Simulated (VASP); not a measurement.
# Conduction valleys of BP (F-43m) under uniaxial [111] strain from −2 % to +2 %: Δ and L levels at TB-mBJ with spin-orbit coupling

We have to decide whether stress along [111] is a usable means of gathering the conduction electrons of BP in fewer valleys. Such a repopulation changes the mobility and its direction dependence, but it needs a splitting among the valleys that hold the electrons. We therefore follow the Δ minimum on the cube axes, the L levels along and oblique to the stress, and the lowest conduction level at Γ, for strains from −2 % to +2 % with the crystal free to relax across the axis. All levels are counted from the valence-band top at the zone centre. The splitting is the L level along [-111] less that along [111], so a positive value means that the [111] valley is the lower of the two.

## Systems and settings

The start is a typed prototype cell. The crystal was relaxed with LDA. Strain is imposed along [111]; the strain across the axis is adjusted until the stress across it vanishes, and the atoms are relaxed with LDA. VASP 6.6.1, plane waves with PAW, cutoff 480 eV, no spin polarisation. Band edges are single points at TB-mBJ with spin-orbit coupling on these cells, k mesh 9×9×9, read on short lines of k points at the zone centre and through the valleys; energies are counted from the valence-band top at the zone centre.  All levels use the PAW data sets made with LDA.

Notes on method and selection:

- A valley's energy from the valence-band top holds the shift of that top as well as the shift of the valley.
- The TB-mBJ parameter c is fixed anew from the density of each cell, so it changes along the series.
- Runs that did not converge, have known faults or may not be shown are not listed, and runs on Ansatz's PAW sets soft_1 and soft_2 are kept to separate tables.

Columns:

- strain (%): strain along the axis (tension positive).
- splitting (eV): level at L along [-111] less that along [111].
- Δ [001] (eV): minimum of the conduction band along Γ–X in the [001] direction.
- L [111] (eV): conduction level at L along [111].
- L [-111] (eV): conduction level at L along [-111].
- Γ level (eV): lowest conduction level at Γ.

Input lines of one member:

```
PREC = Accurate
ENCUT = 480
EDIFF = 1E-06
NELM = 150
ISMEAR = 0
SIGMA = 0.02
LREAL = .FALSE.
ALGO = Normal
METAGGA = MBJ
LASPH = .TRUE.
LNONCOLLINEAR = .TRUE.
NBANDS = 18
GGA_COMPAT = .FALSE.
LSORBIT = .TRUE.
KPAR = 3
```

Command (options for logging and memory left out): `mpirun -np 3 vasp_ncl`

## Numbers

| member | strain (%) | splitting (eV) | Δ [001] (eV) | L [111] (eV) | L [-111] (eV) | Γ level (eV) |
| --- | --- | --- | --- | --- | --- | --- |
| −2 % | −2.0 | 0.414 | 1.822 | 4.365 | 4.779 | 4.055 |
| −1.5 % | −1.5 | 0.311 | 1.880 | 4.463 | 4.774 | 4.118 |
| −1 % | −1.0 | 0.208 | 1.933 | 4.557 | 4.766 | 4.179 |
| −0.5 % | −0.5 | 0.105 | 1.981 | 4.650 | 4.755 | 4.239 |
| 0 % | 0.0 | 0.000 | 2.015 | 4.733 | 4.733 | 4.280 |
| +0.5 % | 0.5 | −0.105 | 2.003 | 4.770 | 4.665 | 4.215 |
| +1 % | 1.0 | −0.210 | 1.987 | 4.805 | 4.595 | 4.128 |
| +1.5 % | 1.5 | −0.316 | 1.970 | 4.840 | 4.525 | 4.037 |
| +2 % | 2.0 | −0.422 | 1.952 | 4.876 | 4.454 | 3.944 |

Least-squares fits to the whole series, with x = strain (%); R² and errors in the fitted variable (y, or ln y where the fit is in ln y):

| y | members | fit | R² | rms residual | leave-one-out rms | the same for the mean of the others |
| --- | --- | --- | --- | --- | --- | --- |
| splitting (eV) | 9 | y = −0.001667 − 0.2090 x | 1.00 | 0.0016 | 0.0022 | 0.30 |
| Δ [001] (eV) | 9 | y = 1.949 + 0.03067 x | 0.45 | 0.044 | 0.060 | 0.066 (fit hardly better) |

## Why the values move as they do

The Δ valleys are lowest in every row, and [111] strain does not split them. Each cube axis makes the same angle with [111], and the threefold rotation about the stress axis carries one valley into the next. They move together, so this stress cannot transfer electrons among them.

The four L valleys do split, one against three. Under compression the single valley along [111] is the lower, by 0.414 eV at −2 %. Under tension the three oblique valleys are the lower, by 0.422 eV at +2 %. The fitted slope is −0.2090 eV per % of strain. To first order

$$E_{[\bar{1}11]}-E_{[111]}=-\tfrac{8}{9}\,\Xi_u\,(\varepsilon_\parallel-\varepsilon_\perp),$$

where $\Xi_u$ is the shear deformation potential of the L valleys and $\varepsilon_\parallel$, $\varepsilon_\perp$ are the strains along and across the axis. The sign of the slope makes $\Xi_u$ positive. Because the crystal widens when it is compressed, $\Xi_u$ lies below 100 × 0.2090 × 9 / 8 = 23.5 eV, with the relaxation of the atoms included.

The Δ energy falls for either sign of strain, but unequally: by 2.015 − 1.822 = 0.193 eV at −2 % and by 2.015 − 1.952 = 0.063 eV at +2 %. The bend comes mainly from the reference level. Strain splits the valence-band top into a single state, uppermost under compression, and a pair, uppermost under tension. The shear part of the strain moves the single state about twice as far as the pair, and a volume term that lowers the gap on compression widens the inequality.

Differences between conduction levels are free of this reference. L [111] less Δ rises from 2.543 eV at −2 % through 2.718 eV at zero strain to 2.924 eV at +2 %, with almost no bend.

## Exceptions

Largest departures from the fit to the whole series:

| member | splitting (eV) | fit | computed − fit | in rms residuals |
| --- | --- | --- | --- | --- |
| −2 % | 0.414 | 0.416 | −0.002 | 1.5 |
| +2 % | −0.422 | −0.420 | −0.002 | 1.5 |
| −0.5 % | 0.105 | 0.103 | +0.002 | 1.4 |
| 0 % | 0.000 | −0.002 | +0.002 | 1.1 |

For the L splitting the largest departures from the line are 0.002 eV, close to the printed rounding, and call for no explanation.

A straight line fails for the Δ energy. Its leave-one-out error of 0.060 eV is hardly below the 0.066 eV obtained from the mean of the other members. The unstrained crystal lies 2.015 − 1.949 = 0.066 eV above the line, and the −2 % member lies about as far below it. Both departures follow from forcing one line through the change of the uppermost valence state at zero strain.

The Γ level bends more than the valleys do. Measured from Δ, it drops by only 2.265 − 2.233 = 0.032 eV between zero strain and −2 %, but by 2.265 − 1.992 = 0.273 eV between zero strain and +2 %. The valence-band top cancels in these differences, so the conduction level at Γ must bend by itself. The likeliest reason is that it is a threefold p-like level, as in silicon, which the strain also splits.

## Questions the table answers

**Can 2 % of compression bring the [111] valley into play for transport?**
At −2 % the L [111] level is at 4.365 eV and Δ at 1.822 eV, a distance of 4.365 − 1.822 = 2.543 eV. The thermal energy at room temperature is roughly 0.03 eV, so the L valley stays empty in equilibrium. The large L splitting has no bearing on ordinary electron transport.

**Which strain puts the [111] valley 0.25 eV below the other L valleys?**
The fit gives x = −(0.25 + 0.001667) / 0.2090 = −1.20 %. The neighbouring rows, 0.208 eV at −1 % and 0.311 eV at −1.5 %, bracket the target. The leave-one-out error of 0.0022 eV corresponds to 0.0022 / 0.2090 = 0.01 % of strain.

**How can the gap be estimated at a strain between the rows?**
The gap is the Δ energy, and we use one line for each sign of strain, drawn from the unstrained value to the end row. The slopes are 0.193 / 2 = 0.0965 eV per % under compression and −0.063 / 2 = −0.0315 eV per % under tension. At −1 % this gives 2.015 − 0.0965 = 1.919 eV, against 1.933 eV computed. Over the six rows not used to draw the lines the typical miss is 0.01 eV and the largest about 0.015 eV, well under the 0.066 eV for the mean of the others.

## Rules of thumb and their limits

Stress along [111] is the wrong choice for repopulating the conduction valleys of BP. Between −2 % and +2 % it changes the gap but leaves the Δ valleys equivalent; separating them takes a strain that distinguishes the cube axes, such as one along [001].

The L splitting is the firmest result, since the valence-band top cancels in it. The gap shifts are less secure, because the TB-mBJ parameter c is fixed anew for each cell and its change enters them. Lattice vibrations, including zero-point motion, are left out; they would be expected to lower the gap. LDA usually makes the cell slightly too small, which for a Δ minimum in a tetrahedral semiconductor tends to make the gap slightly too small as well. Both effects should largely cancel in the comparison of one strain with another.

[Logs are printed without paths, hosts, clocks, repeated set-up lines and the standing remarks that a program may print on its own settings, such as how far it seeks lower states.]
